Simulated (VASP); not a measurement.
Input:

```yaml
crystal:
  lattice:
    - [3.46656, 0.00000, 0.00000]
    - [0.00000, 3.46656, 0.00000]
    - [0.00000, 0.00000, 3.46656]
  atoms:
    - { symbol: Si, position: [0.00000, 0.00000, 0.00000] }
    - { symbol: Ni, position: [0.00000, 0.50000, 0.50000] }
    - { symbol: Ni, position: [0.50000, 0.00000, 0.50000] }
    - { symbol: Ni, position: [0.50000, 0.50000, 0.00000] }
```

Level of theory: PBE GGA with D3 dispersion (Becke-Johnson damping), VASP's PBE PAW potentials (set 64) (plane waves; VASP). Numerical set-up: 520 eV cut-off, Gaussian smearing of 0.050 eV, potentials Si Ni.

Task: Give the energies of bands 7 to 20 at the high-symmetry points, in eV from the Fermi level.

Result: 
| band | Γ | X | M | R |
|---|---|---|---|---|
| 7 | -3.69 | -3.02 | -2.82 | -3.84 |
| 8 | -1.61 | -2.27 | -2.82 | -2.29 |
| 9 | -1.61 | -2.27 | -2.18 | -2.29 |
| 10 | -1.61 | -2.14 | -2.18 | -2.29 |
| 11 | -0.91 | -2.02 | -1.59 | -1.49 |
| 12 | -0.91 | -1.35 | -1.49 | -1.49 |
| 13 | -0.91 | -1.35 | -1.49 | -1.49 |
| 14 | -0.63 | -1.33 | -1.47 | -1.28 |
| 15 | -0.63 | -1.18 | -1.14 | -1.28 |
| 16 | -0.29 | -0.56 | -1.04 | -0.44 |
| 17 | 0.06 | 0.06 | -0.97 | -0.19 |
| 18 | 0.06 | 3.75 | 0.71 | -0.19 |
| 19 | 0.06 | 3.75 | 0.71 | -0.19 |
| 20 | 5.17 | 5.37 | 5.82 | 1.37 |

It has no gap at this level: it comes out as a metal or semimetal.

The compound is Ni3Si in the L1_2 structure. It was relaxed first. The run is not spin-polarised, so no magnetic state was tried.
